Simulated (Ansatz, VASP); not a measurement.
# SiO2 (SiO2 (P3_221)): VASP beside Ansatz, part 2 of 2

Wanted: the spread between two codes on one cell, functional and k mesh. The cell is taken from a series of runs on this material, whose earlier steps may have relaxed, scaled, displaced or heated it; both programs get it as it stands.

VASP 6.6.1 and Ansatz 0.2.0.

So far: The starting structure; Ansatz: single point, PBE0.

## Step 3: VASP: single point, PBE0

Level of this step: PBE0; plane waves and PAW (Si, O) (VASP).

The same cell, functional and mesh now go to VASP, with its own data sets.

Lines of VASP's logs that name or quote its potential files are left out, and so is its time.

The run reads the wave functions of an earlier VASP run, which isn't shown here.

INCAR

```
SYSTEM = SiO2
PREC = Accurate
ENCUT = 520
EDIFF = 1E-06
NELM = 100
ISMEAR = 0
SIGMA = 0.01
LREAL = .FALSE.
ALGO = Normal
LHFCALC = .TRUE.
AEXX = 0.25
GGA = PE
LASPH = .TRUE.
NBANDS = 66
PRECFOCK = Fast
LORBIT = 11
LWAVE = .FALSE.
LCHARG = .FALSE.
ISIF = 2
```

POSCAR

```
SiO2
1.0
    4.9482370100      0.0000000000      0.0000000000
   -2.4741185000      4.2852989500      0.0000000000
    0.0000000000      0.0000000000     10.8824821600
Si O
6 12
Direct
    0.0000000000      0.4731003074      0.1666666667
    0.5268996926      0.5268996926      0.0000000000
    0.4731003074      0.0000000000      0.3333333333
    0.0000000000      0.4731003074      0.6666666667
    0.5268996926      0.5268996926      0.5000000000
    0.4731003074      0.0000000000      0.8333333333
    0.1523841475      0.7377183197      0.2717559832
    0.5853341723      0.8476158525      0.4384226499
    0.2622816803      0.4146658277      0.1050893165
    0.4146658277      0.2622816803      0.3949106835
    0.8476158525      0.5853341723      0.0615773501
    0.7377183197      0.1523841475      0.2282440168
    0.1523841475      0.7377183197      0.7717559832
    0.5853341723      0.8476158525      0.9384226499
    0.2622816803      0.4146658277      0.6050893165
    0.4146658277      0.2622816803      0.8949106835
    0.8476158525      0.5853341723      0.5615773501
    0.7377183197      0.1523841475      0.7282440168
```

KPOINTS

```
Automatic mesh
0
Gamma
2 2 1
0 0 0
```

PAW data sets: Si and O (PBE family, release 64).

Launch:

```bash
> export OMP_NUM_THREADS=3
> mpirun -np 1 vasp_std
```

Numbers of over 12 decimals in the logs are rounded to 6 here.

Output:

```text
[banner, memory and clock lines left out]
running    1 mpi-ranks, on    1 nodes
 distrk:  each k-point on    1 cores,    1 groups
 distr:  one band on    1 cores,    1 groups
 Offloading initialized ...    1 GPUs detected
 POSCAR found type information on POSCAR SiO
 POSCAR found :  2 types and      18 ions
|                                                                             |
|               ----> ADVICE to this user running VASP <----                  |
|                                                                             |
|     You have a (more or less) 'large supercell' and for larger cells it     |
|     might be more efficient to use real-space projection operators.         |
|     Therefore, try LREAL= Auto in the INCAR file.                           |
|     Mind: For very accurate calculation, you might also keep the            |
|     reciprocal projection scheme (i.e. LREAL=.FALSE.).                      |
|                                                                             |

 LDA part: xc-table for (Slater+PW92), standard interpolation
 found WAVECAR, reading the header
 POSCAR, INCAR and KPOINTS ok, starting setup
 FFT: planning ... GRIDC
 FFT: planning ... GRID_SOFT
 FFT: planning ... GRID
 reading WAVECAR
 the WAVECAR file was read successfully
 initial charge from wavefunction
 entering main loop
       N       E                     dE             d eps       ncg     rms          rms(c)
DAV:   1    -0.184854006124E+03   -0.18485E+03   -0.24707E+00   300   0.778E+00    0.780E+00
DAV:   2    -0.184883077069E+03   -0.29071E-01   -0.10657E-01   320   0.129E+00    0.581E+00
DAV:   3    -0.184874452633E+03    0.86244E-02   -0.83151E-03   320   0.349E-01    0.351E+00
DAV:   4    -0.184872499278E+03    0.19534E-02   -0.32207E-03   320   0.199E-01    0.201E+00
DAV:   5    -0.184871954586E+03    0.54469E-03   -0.41086E-04   320   0.878E-02    0.113E+00
DAV:   6    -0.184871760609E+03    0.19398E-03   -0.11172E-04   320   0.569E-02    0.643E-01
DAV:   7    -0.184871705737E+03    0.54872E-04   -0.34258E-05   320   0.332E-02    0.366E-01
DAV:   8    -0.184871689995E+03    0.15743E-04   -0.87260E-06   320   0.164E-02    0.209E-01
DAV:   9    -0.184871686005E+03    0.39891E-05   -0.31412E-06   256   0.916E-03    0.119E-01
DAV:  10    -0.184871685439E+03    0.56641E-06   -0.13066E-06   216   0.625E-03
   1 F= -.18487169E+03 E0= -.18487169E+03  d E =-.423106E-27
```

From OUTCAR (step 3):

```text
ion  position               nearest neighbor table
   1  0.000  0.473  0.167-  12 1.61   9 1.61   7 1.61  11 1.61   3 3.08   3 3.08   2 3.08   2 3.08

  LATTYP: Found a hexagonal cell.
 ALAT       =     4.9482370100
 C/A-ratio  =     2.1992645336

 Subroutine GETGRP returns: Found  6 space group operations
 (whereof  2 operations were pure point group operations)

The static configuration has the point symmetry C_2 .
 The point group associated with its full space group is D_3 .

 Found      2 irreducible k-points:

   k-points           NKPTS =      2   k-points in BZ     NKDIM =      4   number of bands    NBANDS=     66

   dimension x,y,z NGX =    40 NGY =   40 NGZ =   84
   dimension x,y,z NGXF=    80 NGYF=   80 NGZF=  168

   ENCUT  =  520.0 eV  38.22 Ry    6.18 a.u.   9.20  9.20 20.23*2*pi/ulx,y,z

   NELECT =      96.0000    total number of electrons

 k-points in reciprocal lattice and weights: Automatic mesh
   0.00000000  0.00000000  0.00000000       0.250
   0.50000000  0.00000000  0.00000000       0.750

  exchange ACFDT corr.  =         0.00000000  see jH, gK, PRB 81, 115126

 average (electrostatic) potential at core
       1 -82.6104       2 -82.6104       3 -82.6104       4 -82.6104       5 -82.6104
       6 -82.6104       7 -65.9494       8 -65.9493       9 -65.9494      10 -65.9493
      11 -65.9494      12 -65.9494      13 -65.9494      14 -65.9493      15 -65.9494
      16 -65.9493      17 -65.9494      18 -65.9494

 E-fermi :  -0.7832

 k-point     1 :       0.0000    0.0000    0.0000
  band No.  band energies     occupation
    ...
     44      -1.1745      2.00000
     45      -1.1745      2.00000
     46      -1.0132      2.00000
     47      -1.0132      2.00000
     48      -0.9480      2.00000
     49       7.7312      0.00000
     50       9.7342      0.00000
     51       9.7342      0.00000
     52      10.7981      0.00000
     53      11.1786      0.00000
    ...

 k-point     2 :       0.5000    0.0000    0.0000
  band No.  band energies     occupation
    ...
     44      -1.6764      2.00000
     45      -1.4676      2.00000
     46      -1.1130      2.00000
     47      -1.0454      2.00000
     48      -0.8590      2.00000
     49      10.0732      0.00000
     50      10.8245      0.00000
     51      10.9354      0.00000
     52      11.3422      0.00000
     53      11.4813      0.00000
    ...

  Total        0.2019161      0.2019161      0.1396350      0.0000000      0.0000000      0.0000000
  in kB        1.4019159      1.4019159      0.9694940      0.0000000      0.0000000      0.0000000
  external PRESSURE =       1.2577753 kB  Pullay stress =       0.0000000 kB

  energy-cutoff  :      520.00
  volume of cell :      230.76
      direct lattice vectors                 reciprocal lattice vectors
     4.948237010  0.000000000  0.000000000     0.202092179  0.116677974 -0.000000000
    -2.474118500  4.285298950  0.000000000     0.000000000  0.233355948  0.000000000
     0.000000000  0.000000000 10.882482160     0.000000000 -0.000000000  0.091890801

 POSITION                                       TOTAL-FORCE (eV/Angst)
 -----------------------------------------------------------------------------------
     -1.17051      2.02738      1.81375         0.007983     -0.013826     -0.000000
      1.30361      2.25792      0.00000         0.007983      0.013826     -0.000000
      2.34101      0.00000      3.62749        -0.015965      0.000000     -0.000000
     -1.17051      2.02738      7.25499         0.007983     -0.013826     -0.000000
      1.30361      2.25792      5.44124         0.007983      0.013826     -0.000000
      2.34101      0.00000      9.06874        -0.015965      0.000000     -0.000000
     -1.07117      3.16134      2.95738         0.014286     -0.011430     -0.033189
      0.79927      3.63229      4.77113        -0.017041     -0.006657     -0.033189
      0.27190      1.77697      1.14363         0.002755      0.018087     -0.033189
      1.40295      1.12396      4.29761         0.014286      0.011430      0.033189
      2.74602      2.50833      0.67011         0.002755     -0.018087      0.033189
      3.27339      0.65301      2.48386        -0.017041      0.006657      0.033189
     -1.07117      3.16134      8.39862         0.014286     -0.011430     -0.033189
      0.79927      3.63229     10.21237        -0.017041     -0.006657     -0.033189
      0.27190      1.77697      6.58487         0.002755      0.018087     -0.033189
      1.40295      1.12396      9.73885         0.014286      0.011430      0.033189
      2.74602      2.50833      6.11136         0.002755     -0.018087      0.033189
      3.27339      0.65301      7.92510        -0.017041      0.006657      0.033189
 -----------------------------------------------------------------------------------
    total drift:                                0.000038      0.000220      0.000001

  FREE ENERGIE OF THE ION-ELECTRON SYSTEM (eV)
  ---------------------------------------------------
  free  energy   TOTEN  =      -184.8716854390 eV

  energy  without entropy=     -184.8716854390  energy(sigma->0) =     -184.87168544

 total charge
# of ion       s       p       d       tot
------------------------------------------
    1        0.654   1.015   0.000   1.669
    2        0.654   1.015   0.000   1.669
    3        0.654   1.015   0.000   1.669
    4        0.654   1.015   0.000   1.669
    5        0.654   1.015   0.000   1.669
    6        0.654   1.015   0.000   1.669
    7        1.556   3.733   0.000   5.289
    8        1.556   3.733   0.000   5.289
    9        1.556   3.733   0.000   5.289
   10        1.556   3.733   0.000   5.289
   11        1.556   3.733   0.000   5.289
   12        1.556   3.733   0.000   5.289
   13        1.556   3.733   0.000   5.289
   14        1.556   3.733   0.000   5.289
   15        1.556   3.733   0.000   5.289
   16        1.556   3.733   0.000   5.289
   17        1.556   3.733   0.000   5.289
   18        1.556   3.733   0.000   5.289
--------------------------------------------------
tot         22.593  50.889   0.000  73.482
```

The run ends at a pressure of 0.13 GPa, with forces up to 0.038 eV/Å.

## Step 4: Side by side

Known differences besides the potentials themselves: exact exchange at q = 0 is treated differently, which shows on coarse meshes; VASP keeps PBE cores, Ansatz makes them for the functional; fixed occupations in Ansatz, narrow Gaussian smearing in VASP; the cutoff is 420 eV in Ansatz and 520 eV in VASP; VASP takes a coarser grid for exact exchange (PRECFOCK = Fast). Total energies have different zeros and are not compared.

Both answers:

| quantity | Ansatz | VASP | difference |
| --- | --- | --- | --- |
| gap on the k mesh (eV) | 8.556 | 8.590 | -0.034 |

At this near-relaxed geometry the largest component of a force difference is 15 meV/Å. A gap on the mesh is an upper bound, since the band edges may lie between its points.

## Step 5: What came out

- difference in gap on the k mesh (single point, PBE0): -0.034 eV
- r.m.s. force difference (single point, PBE0): 9.7 meV/Å

What this shows: The r.m.s. force difference is 9.7 meV/Å (single point, PBE0), within the 12 meV/Å picked in this series as the mark of a large difference. Such differences can come from data sets, numerical settings and the points named under the comparisons, not from the functional's error against experiment.

[Lines on the potential files, build, host, timing and source positions are cut from VASP's logs without a mark.]

[Logs are printed without paths, hosts, clocks, repeated set-up lines and the standing remarks that a program may print on its own settings, such as how far it seeks lower states.]

[Hosts, paths, dates, database ids (printed as entryN), source tags and the programs' standing remarks are cut or masked in the printed files.]
